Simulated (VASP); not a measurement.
# TiTePbS with revPBE: from relaxation to properties, part 2 of 5

Wanted: the relaxed cell of TiTePbS and its properties. The cell is invented: it takes the structure of a Materials Project entry for TePb2S (space group 123 there), with some of its atoms replaced by other elements, volume scaled by an estimate. It may not be a known or stable phase.

VASP 6.6.1, plane waves and PAW; the level of theory is named at each step.

Still holding for the runs below: This run has no spin polarisation, although Ti can carry a moment. The k-mesh is coarse for a metal.

So far. Step 2 (Rough relaxation of the start cell): It ends with forces that vanish by symmetry and a pressure of -0.01 GPa. The relaxed cell has a = 4.120, c = 6.077 Å (conventional setting).

## Step 3: Relaxing cell and atoms (revPBE)

Level of this step: revPBE, no spin polarisation; plane waves and PAW (Pb_d, Te, Ti_sv, S); invented cell (VASP).

Properties are meant for the cell that this level of theory prefers, so cell and atoms are relaxed first (ISIF = 3) until forces and stress are small; EDIFFG sets the threshold.

INCAR

```
SYSTEM = TiTePbS
PREC = Accurate
ENCUT = 400
EDIFF = 1E-06
NELM = 100
ISMEAR = 0
SIGMA = 0.05
LREAL = .FALSE.
ALGO = Normal
GGA = RE
NBANDS = 25
LORBIT = 11
LWAVE = .FALSE.
LCHARG = .FALSE.
KPAR = 2
IBRION = 2
NSW = 60
ISIF = 3
EDIFFG = -0.01
```

POSCAR

```
TiTePbS
1.0
    4.1199077611      0.0000000000      0.0000000000
    0.0000000000      4.1199077611      0.0000000000
    0.0000000000      0.0000000000      6.0768094985
Pb Te Ti S
1 1 1 1
Direct
    0.5000000000      0.5000000000      0.5000000000
    0.5000000000      0.5000000000      0.0000000000
    0.0000000000      0.0000000000      0.0000000000
    0.0000000000      0.0000000000      0.5000000000
```

KPOINTS

```
Automatic mesh
0
Gamma
5 5 3
0 0 0
```

The projector-augmented-wave data sets are Pb_d, Te, Ti_sv and S (PBE family, release 64).

On the command line:

```sh
mpirun -np 2 vasp_std
```

The program printed:

```text
[banner, memory and clock lines left out]
running    2 mpi-ranks, on    1 nodes
 distrk:  each k-point on    1 cores,    2 groups
 distr:  one band on    1 cores,    1 groups

 POSCAR found type information on POSCAR PbTeTiS
 POSCAR found :  4 types and       4 ions
 [... a notice as in an earlier step ...]

 LDA part: xc-table for (Slater+PW92), standard interpolation
 POSCAR, INCAR and KPOINTS ok, starting setup
 FFT: planning ... GRIDC
 FFT: planning ... GRID_SOFT
 FFT: planning ... GRID
 WAVECAR not read
 entering main loop
       N       E                     dE             d eps       ncg     rms          rms(c)
DAV:   1     0.348390230477E+03    0.34839E+03   -0.15400E+04   600   0.130E+03
DAV:   2     0.144265351013E+02   -0.33396E+03   -0.32770E+03   630   0.385E+02
DAV:   3    -0.192240361138E+02   -0.33651E+02   -0.33109E+02   918   0.131E+02
DAV:   4    -0.207848647791E+02   -0.15608E+01   -0.15293E+01   808   0.246E+01
DAV:   5    -0.208485434626E+02   -0.63679E-01   -0.63604E-01   910   0.469E+00    0.141E+01
DAV:   6    -0.214200339026E+02   -0.57149E+00   -0.72487E+01   813   0.286E+01    0.175E+01
DAV:   7    -0.185453888877E+02    0.28746E+01   -0.63367E+01   755   0.319E+01    0.533E+00
DAV:   8    -0.184482172777E+02    0.97172E-01   -0.18753E+00   716   0.639E+00    0.178E+00
DAV:   9    -0.184236027321E+02    0.24615E-01   -0.20301E-01   847   0.221E+00    0.980E-01
DAV:  10    -0.184255183999E+02   -0.19157E-02   -0.32737E-02   933   0.106E+00    0.402E-01
DAV:  11    -0.184282058024E+02   -0.26874E-02   -0.56300E-03   957   0.483E-01    0.180E-01
DAV:  12    -0.184282561267E+02   -0.50324E-04   -0.15859E-03   734   0.249E-01    0.453E-02
DAV:  13    -0.184282696885E+02   -0.13562E-04   -0.12097E-04   998   0.671E-02    0.286E-02
DAV:  14    -0.184282766403E+02   -0.69519E-05   -0.26671E-05   740   0.307E-02    0.113E-02
DAV:  15    -0.184282770017E+02   -0.36138E-06   -0.49477E-06   725   0.145E-02
   1 F= -.18428277E+02 E0= -.18421121E+02  d E =-.184283E+02
 curvature:   0.00 expect dE= 0.000E+00 dE for cont linesearch  0.000E+00
 trial: gam= 0.00000 g(F)=  0.000E+00 g(S)=  0.475E-02 ort = 0.000E+00 (trialstep = 0.100E+01)
 search vector abs. value=  0.475E-02
 bond charge predicted
       N       E                     dE             d eps       ncg     rms          rms(c)
DAV:   1    -0.184532508736E+02   -0.24974E-01   -0.71984E-01   747   0.743E+00    0.102E+00
DAV:   2    -0.184358572268E+02    0.17394E-01   -0.41719E-02   639   0.121E+00    0.334E-01
DAV:   3    -0.184322317236E+02    0.36255E-02   -0.44740E-03   825   0.477E-01    0.179E-01
DAV:   4    -0.184311968055E+02    0.10349E-02   -0.38869E-03   870   0.425E-01    0.110E-01
DAV:   5    -0.184310633249E+02    0.13348E-03   -0.80441E-04   820   0.189E-01    0.415E-02
DAV:   6    -0.184310678008E+02   -0.44760E-05   -0.59997E-05   813   0.522E-02    0.232E-02
DAV:   7    -0.184310712599E+02   -0.34591E-05   -0.65273E-06   727   0.196E-02    0.951E-03
DAV:   8    -0.184310720650E+02   -0.80505E-06   -0.23146E-06   536   0.112E-02
   2 F= -.18431072E+02 E0= -.18424446E+02  d E =-.279506E-02
[...]
3 F= -.18431163E+02 E0= -.18424669E+02  d E =-.288647E-02
 curvature:  -0.61 expect dE=-0.579E-04 dE for cont linesearch -0.698E-09
 trial: gam= 0.01960 g(F)=  0.166E-62 g(S)=  0.955E-04 ort = 0.234E-05 (trialstep = 0.104E+01)
 search vector abs. value=  0.974E-04
 bond charge predicted
       N       E                     dE             d eps       ncg     rms          rms(c)
DAV:   1    -0.184326726601E+02   -0.15094E-02   -0.39661E-02   692   0.247E+00    0.262E-01
DAV:   2    -0.184315399330E+02    0.11327E-02   -0.94902E-03   698   0.881E-01    0.101E-01
DAV:   3    -0.184312484732E+02    0.29146E-03   -0.18631E-03   751   0.300E-01    0.508E-02
DAV:   4    -0.184311937704E+02    0.54703E-04   -0.30401E-04   827   0.177E-01    0.176E-02
DAV:   5    -0.184311949944E+02   -0.12240E-05   -0.36933E-05   855   0.257E-02    0.142E-02
DAV:   6    -0.184311955714E+02   -0.57699E-06   -0.33546E-06   894   0.954E-03
   4 F= -.18431196E+02 E0= -.18424688E+02  d E =-.321041E-04
 trial-energy change:   -0.000032  1 .order   -0.000065   -0.000100   -0.000031
 step:   1.5066(harm=  1.5066)  dis= 0.00000  next Energy=   -18.431235 (dE=-0.720E-04)
 reached required accuracy - stopping structural energy minimisation
```

Elapsed: 55 s, on 2 MPI ranks of AMD EPYC 7R43, shared host; peak memory 0.32 GiB; 87 s of CPU time.

Parts of OUTCAR (step 3):

```text
  LATTYP: Found a simple tetragonal cell.
 ALAT       =     4.1199077611
 C/A-ratio  =     1.4749867839

The static configuration has the point symmetry D_4h.

 Found     12 irreducible k-points:

   dimension x,y,z NGX =    28 NGY =   28 NGZ =   40
   dimension x,y,z NGXF=    56 NGYF=   56 NGZF=   80

   ENCUT  =  400.0 eV  29.40 Ry    5.42 a.u.   6.72  6.72  9.91*2*pi/ulx,y,z

   NELECT =      38.0000    total number of electrons

 E-fermi :   7.4016

 k-point     1 :       0.0000    0.0000    0.0000
  band No.  band energies     occupation
    ...
     18       5.1981      2.00000
     19       6.0721      2.00000
     20       7.0873      2.00000
     21       7.3999      1.03814
     22       7.3999      1.03814
     23       7.6482      0.00000
     24       8.9687      0.00000
     25      11.4318      0.00000

 k-point     2 :       0.2000    0.0000    0.0000
  band No.  band energies     occupation
    ...
     15       3.6611      2.00000
     16       4.6107      2.00000
     17       4.6626      2.00000
     18       4.7186      2.00000
     19       6.7566      2.00000
     20       7.4359      0.33151
     21       7.5497      0.00003
     22       7.6827      0.00000
     23       8.0564      0.00000
     24      10.3214      0.00000
    ...

  Total        0.0103014      0.0103014      0.0238961      0.0000000     -0.0000000      0.0000000
  in kB        0.1597673      0.1597673      0.3706116      0.0000000     -0.0000000      0.0000000
  external PRESSURE =       0.2300488 kB  Pullay stress =       0.0000000 kB

  energy-cutoff  :      400.00
  volume of cell :      103.30
      direct lattice vectors                 reciprocal lattice vectors
     4.106326796 -0.000000000  0.000000000     0.243526648 -0.000000000  0.000000000
     0.000000000  4.106326796  0.000000000    -0.000000000  0.243526648  0.000000000
    -0.000000000 -0.000000000  6.126483625    -0.000000000 -0.000000000  0.163225769

 POSITION                                       TOTAL-FORCE (eV/Angst)
 -----------------------------------------------------------------------------------
      2.05316      2.05316      3.06324        -0.000000     -0.000000      0.000000
      2.05316      2.05316      6.12648         0.000000      0.000000      0.000000
     -0.00000     -0.00000      6.12648         0.000000      0.000000      0.000000
     -0.00000     -0.00000      3.06324         0.000000      0.000000      0.000000
 -----------------------------------------------------------------------------------
    total drift:                                0.000000      0.000000      0.000000

  FREE ENERGIE OF THE ION-ELECTRON SYSTEM (eV)
  ---------------------------------------------------
  free  energy   TOTEN  =       -18.4311955714 eV

  energy  without entropy=      -18.4181795422  energy(sigma->0) =      -18.42468756

 total charge
# of ion       s       p       d       tot
------------------------------------------
    1        1.471   0.569   9.855  11.896
    2        1.346   2.071   0.049   3.466
    3        2.107   6.025   1.934  10.066
    4        1.347   2.338   0.000   3.685
--------------------------------------------------
tot          6.272  11.003  11.837  29.112

[... 3 parts as in an earlier step ...]

[... 7 further parts left out ...]
```

The steps of the relaxation:

```
step  energy less that of the first step (eV)  largest force (eV/Å)  pressure (GPa)  volume (Å³)
   1                                   0.0000                0.0000           -0.01       103.15
   2                                  -0.0028                0.0000            0.06       103.11
   3                                  -0.0029                0.0000            0.08       103.11
   4                                  -0.0029                0.0000            0.02       103.30
```

```
conventional cell, symmetrised  before  after  change
                         a (Å)   4.120  4.106  -0.3 %
                         b (Å)   4.120  4.106  -0.3 %
                         c (Å)   6.077  6.126  +0.8 %
              volume (Å³/atom)   25.79  25.83  +0.2 %
```

Final coordinates:

```
Pb Te Ti S
1.0
     4.10633    0.00000    0.00000
     0.00000    4.10633    0.00000
     0.00000    0.00000    6.12648
Pb Te Ti S
1 1 1 1
Cartesian
  2.0532 2.0532 3.0632
  2.0532 2.0532 0.0000
  0.0000 0.0000 0.0000
  0.0000 0.0000 3.0632
```

Numbers from this step:

| Quantity | Value |
| --- | --- |
| free energy (TOTEN) | -18.43 eV |
| energy at zero smearing | -18.42 eV |
| Fermi energy | 7.402 eV |
| pressure | 0.02300 GPa |
| SCF cycles over all ionic steps | 35 |

It ends with forces that vanish by symmetry and a pressure of 0.02 GPa.

[end of part 2 of 5]

[Lines on the potential files, build, host, timing and source positions are cut from VASP's logs without a mark.]

[Logs are printed without paths, hosts, clocks, repeated set-up lines and the standing remarks that a program may print on its own settings, such as how far it seeks lower states.]

[Hosts, paths, dates, database ids (printed as entryN), source tags and the programs' standing remarks are cut or masked in the printed files.]

[A measured line is paired with the nearest computed mode of its activity, which favours agreement.]
